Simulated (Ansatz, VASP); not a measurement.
# SiO2: VASP beside Ansatz, part 2 of 2

One calculation is typed for both programs; each brings its own data sets. How far apart do they land? The cell is taken from a series of runs on this material, whose earlier steps may have relaxed, scaled, displaced or heated it; both programs get it as it stands.

VASP 6.6.1 and Ansatz 0.2.0.

So far: Starting point; VASP: relaxation of cell and atoms, LDA, pair 1; Ansatz: relaxation of cell and atoms, LDA, pair 1; Comparison.

## 5. Ansatz: relaxation of cell and atoms, LDA, pair 2

Level of this step: Ansatz beside VASP: Kohn-Sham DFT, plane waves, LDA (Ansatz).

The relaxed volume is the usual yardstick between codes: in a stiff, nearly cubic crystal its relative difference is about their pressure difference at one cell divided by the bulk modulus.

The cell is taken from a series of runs on this material, whose earlier steps may have relaxed, scaled, displaced or heated it; both programs get it as it stands.

Input file input.yaml:

```yaml
crystal:
  lattice:
    - [4.1462419447, 0.0, 0.0]
    - [0.0, 4.1462419447, 0.0]
    - [0.0, 0.0, 2.6551555241]
  atoms:
    - { symbol: Si, position: [0.5, 0.5, 0.5] }
    - { symbol: Si, position: [0.0, 0.0, 0.0] }
    - { symbol: O, position: [0.6945100706, 0.6945100706, 0.0] }
    - { symbol: O, position: [0.1945100706, 0.8054899294, 0.5] }
    - { symbol: O, position: [0.3054899294, 0.3054899294, 0.0] }
    - { symbol: O, position: [0.8054899294, 0.1945100706, 0.5] }
kpoints:
  mp_grid: { grid: [6, 6, 8] }
hamiltonian:
  xc: lda
  pseudopotentials: { kind: nc, accuracy: standard }
scf:
  occupations: { method: gaussian, width: 0.02 }
output:
  forces: true
  stress: true
  eigenvalues: true
  write_density: true
  write_potential: true
  elf: true
  volumetric_format: npy
relax:
  adjacent_minimum: "off"
  f_tol: 0.005
  max_steps: 80
  cell: { stress_tol: 0.05 }
```

Command:

```
$ ansatz run input.yaml --threads 4 --pin off --max-ram 7168MiB --backend cpu --events-out ev --progress --plain --runs-dir out
```

Numbers of over 12 decimals in the logs are rounded to 6 here.

Log:

```text
[...]
Crystal: 6 atoms, lattice volume = 45.646 Å³
Basis set: ecut = 1142.878222 eV, 4035 PW (Γ)
Bands: 22, of which v1, the nominal top of the filled ones, is band 16 counted from 1 (15 counted from 0)
Symmetry: 16 space group operations
[...]
k-points: 50 of 288
[...]
cell:  # Å, volume = 45.6438 Å³
    - [4.145686, 0, 0.0]
    - [0, 4.145686, 0.0]
    - [0.0, 0.0, 2.655759]
  atoms:
    - { symbol: Si, position: [0.5, 0.5, 0.5] }
    - { symbol: Si, position: [0, 0, 0.0] }
    - { symbol: O, position: [0.694373, 0.694373, 0.0] }
    - { symbol: O, position: [0.194373, 0.805627, 0.5] }
    - { symbol: O, position: [0.305627, 0.305627, 0.0] }
    - { symbol: O, position: [0.805627, 0.194373, 0.5] }
[key lines of the parts left out:]
SCF converged after 3 iterations
Free energy (F): -2037.423703 eV
Fermi energy:    13.594945 eV
P = ⅓ Tr σ = -0.0237 GPa (-0.237 kbar)
```

## 6. VASP: relaxation of cell and atoms, LDA, pair 2

The same cell, functional (in two slightly different forms), mesh and smearing now go to VASP, with its own data sets.

Input file INCAR:

```
SYSTEM = SiO2
PREC = Accurate
ENCUT = 600
EDIFF = 1E-07
NELM = 120
ISMEAR = 0
SIGMA = 0.02
LREAL = .FALSE.
ALGO = Normal
GGA = CA
NBANDS = 22
LORBIT = 11
LWAVE = .FALSE.
LCHARG = .FALSE.
ISIF = 3
IBRION = 2
NSW = 80
EDIFFG = -0.005
LASPH = .TRUE.
GGA_COMPAT = .FALSE.
NELMIN = 4
EFERMI = MIDGAP
KPAR = 2
```

Input file POSCAR:

```
SiO2
1.0
    4.1462420000      0.0000000000      0.0000000000
    0.0000000000      4.1462420000      0.0000000000
    0.0000000000      0.0000000000      2.6551560000
Si O
2 4
Direct
    0.5000000000      0.5000000000      0.5000000000
    0.0000000000      0.0000000000      0.0000000000
    0.6945101130      0.6945101130      0.0000000000
    0.1945101130      0.8054898870      0.5000000000
    0.3054898870      0.3054898870      0.0000000000
    0.8054898870      0.1945101130      0.5000000000
```

Input file KPOINTS:

```
Automatic mesh
0
Gamma
6 6 8
0 0 0
```

Potentials, in the order of the species: Si and O (LDA family, release 64).

Command:

```
$ mpirun -np 2 vasp_std
```

Log:

```text
[... set-up lines as in an earlier step ...]
 entering main loop
       N       E                     dE             d eps       ncg     rms          rms(c)
DAV:   1     0.159787636942E+03    0.15979E+03   -0.19521E+04  2200   0.158E+03
DAV:   2    -0.497615562717E+02   -0.20955E+03   -0.19976E+03  2912   0.324E+02
DAV:   3    -0.568727237028E+02   -0.71112E+01   -0.70852E+01  2782   0.597E+01
DAV:   4    -0.569220211614E+02   -0.49297E-01   -0.49278E-01  2728   0.574E+00
[...]
DAV:  11    -0.519815529317E+02    0.44410E-05   -0.23297E-05  2680   0.375E-02    0.165E-02
DAV:  12    -0.519815524391E+02    0.49262E-06   -0.21845E-06  2644   0.117E-02    0.578E-03
DAV:  13    -0.519815524555E+02   -0.16449E-07   -0.19896E-07  2126   0.332E-03
   1 F= -.51981552E+02 E0= -.51981552E+02  d E =-.519816E+02
[... from here on, the cycles between the ionic steps are left out ...]
   2 F= -.51977391E+02 E0= -.51977391E+02  d E =0.416147E-02
   3 F= -.51985135E+02 E0= -.51985135E+02  d E =-.358231E-02
   4 F= -.51985134E+02 E0= -.51985134E+02  d E =-.358156E-02
   5 F= -.51985184E+02 E0= -.51985184E+02  d E =-.499264E-04
   6 F= -.51985194E+02 E0= -.51985194E+02  d E =-.597524E-04
[...]
reached required accuracy - stopping structural energy minimisation
```

From OUTCAR (step 6):

```text
  Total        0.0040096      0.0040096      0.0192982      0.0000000      0.0000000      0.0000000
  in kB        0.1396277      0.1396277      0.6720266      0.0000000      0.0000000      0.0000000
  external PRESSURE =       0.3170940 kB  Pullay stress =       0.0000000 kB

 POSITION                                       TOTAL-FORCE (eV/Angst)
 -----------------------------------------------------------------------------------
      2.07720      2.07720      1.33289         0.000000      0.000000      0.000000
      0.00000      0.00000      0.00000         0.000000      0.000000      0.000000
      2.88561      2.88561      0.00000         0.001979      0.001979      0.000000
      0.80841      3.34600      1.33289         0.001979     -0.001979      0.000000
      1.26880      1.26880      0.00000        -0.001979     -0.001979     -0.000000
      3.34600      0.80841      1.33289        -0.001979      0.001979      0.000000
 -----------------------------------------------------------------------------------
    total drift:                                0.000000     -0.000000     -0.000000

  FREE ENERGIE OF THE ION-ELECTRON SYSTEM (eV)
  ---------------------------------------------------
  free  energy   TOTEN  =       -51.9851937712 eV

  energy  without entropy=      -51.9851937712  energy(sigma->0) =      -51.98519377

[... 1 part as in an earlier step ...]

[... 3 further parts left out ...]
[key lines of the parts left out:]
E-fermi :  11.1702
```

## 7. Comparison

Both answers:

```tsv
quantity	Ansatz	VASP	difference
volume (Å³)	45.64	46.01	-0.79 %
edge a after relaxation, in the typed setting (Å)	4.146	4.154	-0.21 %
edge c after relaxation, in the typed setting (Å)	2.656	2.666	-0.38 %
```

## 8. Outcome

```json
{
  "difference in volume (relaxation of cell and atoms, LDA, pair 1)": "-0.80 %",
  "difference in volume (relaxation of cell and atoms, LDA, pair 2)": "-0.79 %"
}
```

The difference in volume is -0.80 % (relaxation of cell and atoms, LDA, pair 1), within the 1.2 % picked in this series as the mark of a large difference, as far as the stopping tolerances let one tell. Such differences can come from data sets, numerical settings and the points named under the comparisons, not from the functional's error against experiment.

[Lines on the potential files, build, host, timing and source positions are cut from VASP's logs without a mark.]

[Logs are printed without paths, hosts, clocks, repeated set-up lines and the standing remarks that a program may print on its own settings, such as how far it seeks lower states.]

[Hosts, paths, dates, database ids (printed as entryN), source tags and the programs' standing remarks are cut or masked in the printed files.]
